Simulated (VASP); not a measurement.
# Lu2Mo3 (Pm-3m) in VASP: notebook

Runs on Lu2Mo3. Level: PBE. Tasks: single point.

Everything below comes from runs of VASP 6.6.1. Logs are shortened: lines on timing, memory, paths and dates and some standing lists are left out, and cuts for length are marked.

## 1. The cell of the first run

The structure is cubic, space group Pm-3m (No. 221). Conventional cell: a = 4.663 Å, b = 4.663 Å, c = 4.663 Å, α = 90.00°, β = 90.00°, γ = 90.00°. Around Lu (site symmetry m-3m) lie 12 Mo at 3.30 Å. Lu (site symmetry m-3m) is surrounded by 6 Mo at 2.33 Å. Mo (site symmetry 4/mmm) is surrounded by 2 Lu at 2.33 Å.

The cell was built by a generator and needn't be a form met in nature.

## 2. Single point, PBE (species swapped into the Tl2F3 type (Pm-3m, No. 221))

File INCAR:

```
SYSTEM = Lu2Mo3
PREC = Accurate ; ENCUT = 520
EDIFF = 1E-6 ; ISMEAR = 0
SIGMA = 0.1 ; LREAL = .FALSE.
LASPH = .TRUE. ; NELM = 100
ALGO = Normal ; ISIF = 2
LWAVE = .FALSE. ; LCHARG = .TRUE.
GGA = PE ; LELF = .TRUE.
LVHAR = .TRUE. ; NBANDS = 54
```

File KPOINTS:

```
Automatic mesh
0
G
  4 4 4
  0 0 0
```

File POSCAR:

```
Lu2Mo3
1.0
    4.6632869600      0.0000000000      0.0000000000
    0.0000000000      4.6632869600      0.0000000000
    0.0000000000      0.0000000000      4.6632869600
Lu Mo
2 3
Direct
    0.5000000000      0.5000000000      0.5000000000
    0.0000000000      0.0000000000      0.0000000000
    0.5000000000      0.0000000000      0.0000000000
    0.0000000000      0.5000000000      0.0000000000
    0.0000000000      0.0000000000      0.5000000000
```

Potentials or basis: VASP PAW PBE potentials, release 64 (Lu, Mo_sv).

Command:

```
cat potpaw_PBE.64/Lu/POTCAR potpaw_PBE.64/Mo_sv/POTCAR > POTCAR
mpirun -np 1 vasp_std > vasp.out
```

OUTCAR:

```text
SYSTEM = Lu2Mo3
   PREC = Accurate
   ENCUT = 520
   EDIFF = 1E-6
   ISMEAR = 0
   LREAL = .FALSE.
   LASPH = .TRUE.
   NELM = 100
   ISIF = 2
   GGA = PE

 ion  position               nearest neighbor table
   1  0.500  0.500  0.500-   3 3.30   4 3.30   5 3.30   3 3.30   4 3.30   3 3.30   5 3.30   3 3.30
                             4 3.30   5 3.30   4 3.30   5 3.30
   2  0.000  0.000  0.000-   3 2.33   4 2.33   5 2.33   5 2.33   4 2.33   3 2.33
   3  0.500  0.000  0.000-   2 2.33   2 2.33   4 3.30   5 3.30   1 3.30   5 3.30   1 3.30   4 3.30
                             1 3.30   1 3.30   4 3.30   5 3.30   5 3.30   4 3.30
   4  0.000  0.500  0.000-   2 2.33   2 2.33   3 3.30   5 3.30   1 3.30   5 3.30   1 3.30   3 3.30
                             5 3.30   5 3.30   1 3.30   3 3.30   1 3.30   3 3.30
   5  0.000  0.000  0.500-   2 2.33   2 2.33   3 3.30   4 3.30   1 3.30   3 3.30   4 3.30   1 3.30
                             4 3.30   4 3.30   1 3.30   3 3.30   3 3.30   1 3.30

  LATTYP: Found a simple cubic cell.
 ALAT       =     4.6632869600

  Lattice vectors:

 A1 = (   4.6632869600,   0.0000000000,   0.0000000000)
 A2 = (   0.0000000000,   4.6632869600,   0.0000000000)
 A3 = (   0.0000000000,   0.0000000000,   4.6632869600)

Analysis of symmetry for initial positions (statically):
=====================================================================
 Subroutine PRICEL returns:
 Original cell was already a primitive cell.

 Routine SETGRP: Setting up the symmetry group for a
 simple cubic supercell.

 Subroutine GETGRP returns: Found 48 space group operations
 (whereof 48 operations were pure point group operations)
 out of a pool of 48 trial point group operations.

The static configuration has the point symmetry O_h .

Analysis of symmetry for dynamics (positions and initial velocities):
=====================================================================
 Subroutine PRICEL returns:
 Original cell was already a primitive cell.

 Routine SETGRP: Setting up the symmetry group for a
 simple cubic supercell.

 Subroutine GETGRP returns: Found 48 space group operations
 (whereof 48 operations were pure point group operations)
 out of a pool of 48 trial point group operations.

The dynamic configuration has the point symmetry O_h .

 Subroutine INISYM returns: Found 48 space group operations
 (whereof 48 operations are pure point group operations),
 and found     1 'primitive' translations

----------------------------------------------------------------------------------------

[... 86 lines left out ...]
   NSW    =      0    number of steps for IOM
   IBRION =     -1    ionic relax: 0-MD 1-quasi-New 2-CG
   NFREE  =      0    steps in history (QN), initial steepest desc. (CG)
   ISIF   =      2    stress and relaxation
   ISYM   =      2    0-nonsym 1-usesym 2-fastsym
   POTIM  = 0.5000    time-step for ionic-motion
   TEBEG  =    0.0;   TEEND  =   0.0 temperature during run
   PSTRESS=    0.0 pullay stress
   NELECT =      92.0000    total number of electrons
   NUPDOWN=      -1.0000    fix difference up-down
   EMIN   =  10.00;   EMAX   =-10.00  energy-range for DOS
   EFERMI =   0.00;   METHOD = LEGACY
   ISMEAR =     0;   SIGMA  =   0.10  broadening in eV -4-tet -1-fermi 0-gaus
   EFERMI_NEDOS =   21; number of points for ismear=-14 and -15
   IALGO  =     38    algorithm
   IMIX   =      4    mixing-type and parameters
     AMIX     =   0.40;   BMIX     =  1.00
     AMIX_MAG =   1.60;   BMIX_MAG =  1.00
  volume/ion in A,a.u.               =      20.28       136.87
  Fermi-wavevector in a.u.,A,eV,Ry     =   1.584815  2.994867 34.172927  2.511639
  Thomas-Fermi vector in A             =   2.684375
   LORBIT       =      0    0 simple, 1 ext, 2 COOP (PROOUT), +10 PAW based schemes
   GGA     = PE    functional components
   LHFCALC =     F    Hartree Fock is set to
   AEXX    =    0.0000 exact exchange contribution
   IVDW    =     0    specifies the selected vdW correction
   LEPSILON=     F    determine dielectric tensor
   LRPA    =     F    only Hartree local field effects (RPA)
 non-spin polarized calculation
 Gauss-broadening in eV      SIGMA  =   0.10
  energy-cutoff  :      520.00
  volume of cell :      101.41
 maximum number of plane-waves:      2800
 NGX is ok and might be reduce to    36
   NGX = 17   NGY = 17   NGZ = 17

 number of electron      91.9999984 magnetization

 Free energy of the ion-electron system (eV)
  ---------------------------------------------------
  ext. energy  EPLUGINS =         0.00000000
  ---------------------------------------------------
  free energy    TOTEN  =       -32.31532312 eV

  energy without entropy =      -32.27076305  energy(sigma->0) =      -32.29304308

 E-fermi :   6.4138     XC(G=0): -12.0005

 val. band max:        6.4028501559   @ k =   0.2500   0.2500   0.0000
 cond. band min:       6.4235696173   @ k =   0.5000   0.5000   0.0000
 fundamental gap:      0.0207194614
 Fermi energy:         6.4137693431

 k-point     1 :       0.0000    0.0000    0.0000
  band No.  band energies     occupation
      1     -54.2857      2.00000
      2     -54.2043      2.00000
      3     -54.2043      2.00000
      4     -49.6521      2.00000
      5     -48.2255      2.00000
      6     -28.9430      2.00000
[... 559 lines left out ...]
     53       8.2725      0.00000
     54      10.0260      0.00000

------------------------ aborting loop because EDIFF is reached ----------------------------------------

  FORCE on cell =-STRESS in cart. coord.  units (eV):
  Direction    XX          YY          ZZ          XY          YZ          ZX
  --------------------------------------------------------------------------------------
  -------------------------------------------------------------------------------------
  Total        9.8941016      9.8941016      9.8941016      0.0000000      0.0000000     -0.0000000
  in kB      156.3185527    156.3185527    156.3185527      0.0000000      0.0000000     -0.0000000
  external PRESSURE =     156.3185527 kB  Pullay stress =       0.0000000 kB

 VOLUME and BASIS-vectors are now :
 -----------------------------------------------------------------------------
  energy-cutoff  :      520.00
  volume of cell :      101.41
      direct lattice vectors                 reciprocal lattice vectors
     4.663286960  0.000000000  0.000000000     0.214441017  0.000000000  0.000000000
     0.000000000  4.663286960  0.000000000     0.000000000  0.214441017  0.000000000
     0.000000000  0.000000000  4.663286960     0.000000000  0.000000000  0.214441017

 POSITION                                       TOTAL-FORCE (eV/Angst)
 -----------------------------------------------------------------------------------
      2.33164      2.33164      2.33164         0.000000      0.000000      0.000000
      0.00000      0.00000      0.00000         0.000000      0.000000      0.000000
      2.33164      0.00000      0.00000         0.000000      0.000000      0.000000
      0.00000      2.33164      0.00000         0.000000      0.000000      0.000000
      0.00000      0.00000      2.33164         0.000000      0.000000      0.000000
 -----------------------------------------------------------------------------------
    total drift:                                0.000000      0.000000      0.000000

  FREE ENERGIE OF THE ION-ELECTRON SYSTEM (eV)
  ---------------------------------------------------
  free  energy   TOTEN  =       -32.3153231195 eV

  energy  without entropy=      -32.2707630461  energy(sigma->0) =      -32.29304308
```

stdout:

```text
POSCAR found type information on POSCAR LuMo
 POSCAR found :  2 types and       5 ions
 scaLAPACK will be used
 LDA part: xc-table for (Slater+PW92), standard interpolation
 POSCAR, INCAR and KPOINTS ok, starting setup
 FFT: planning ... GRIDC
 FFT: planning ... GRID_SOFT
 FFT: planning ... GRID
 WAVECAR not read
 entering main loop
```

Wall time 53 s (1 thread of Intel Xeon Platinum 8488C (Sapphire Rapids), shared host); peak memory 0.23 GiB.

Results:

| Quantity | Value |
| --- | --- |
| Free energy | -32.3153 eV |
| Pressure | 15.6 GPa |
| Band gap on the k mesh | none (metal or under the smearing width) |

Caveat: so large a pressure means that the cell lies far from this level's equilibrium, or that cutoff or potentials fall short. The run has no spin-orbit coupling, so splittings on Lu are missing.

## 3. Single point, PBE (species swapped into the Tl2F3 type (Pm-3m, No. 221))

File INCAR:

```
SYSTEM = Lu2Mo3
PREC = Accurate
ENCUT = 520
EDIFF = 1E-7
ISMEAR = 0
SIGMA = 0.1
LREAL = .False.
LASPH = .True.
NELM = 100
ALGO = Fast
ISIF = 2
LWAVE = .False.
LCHARG = .True.
GGA = PE
LELF = .True.
LVHAR = .True.
NBANDS = 54
```

File KPOINTS:

```
regular mesh
0
Gamma
  8 8 8
  0 0 0
```

Edit POSCAR of step 2 so:

```diff
@@ -2,5 +2,5 @@
 1.0
-    4.6632869600      0.0000000000      0.0000000000
-    0.0000000000      4.6632869600      0.0000000000
-    0.0000000000      0.0000000000      4.6632869600
+    4.8417292750      0.0000000000      0.0000000000
+    0.0000000000      4.8417292750      0.0000000000
+    0.0000000000      0.0000000000      4.8417292750
 Lu Mo
```

Potentials or basis: VASP PAW PBE potentials, release 64 (Lu, Mo_sv).

Command:

```
cat potpaw_PBE.64/Lu/POTCAR potpaw_PBE.64/Mo_sv/POTCAR > POTCAR
mpirun -np 1 vasp_std > vasp.out
```

Wall time 12 min (1 thread of Intel Xeon Platinum 8488C (Sapphire Rapids), shared host); peak memory 0.35 GiB.

It converged, with:

- Free energy: -32.7374 eV
- Pressure: 0.8 GPa
- Band gap on the k mesh: none (metal or under the smearing width)

Levels at points of the mesh, in eV from the Fermi level:
```
           k point  band 44  band 45  band 46  band 47  band 48  band 49
(0.00, 0.00, 0.00)    -0.26    -0.26    -0.26     1.68     1.68     1.68
(0.50, 0.00, 0.00)    -0.66    -0.66    -0.49     0.20     0.20     0.60
(0.50, 0.50, 0.00)    -0.76    -0.76     0.13     0.16     0.43     0.79
(0.50, 0.50, 0.50)    -0.50     0.35     0.35     0.55     0.55     0.55
```

The run has no spin-orbit coupling, so splittings on Lu are missing.
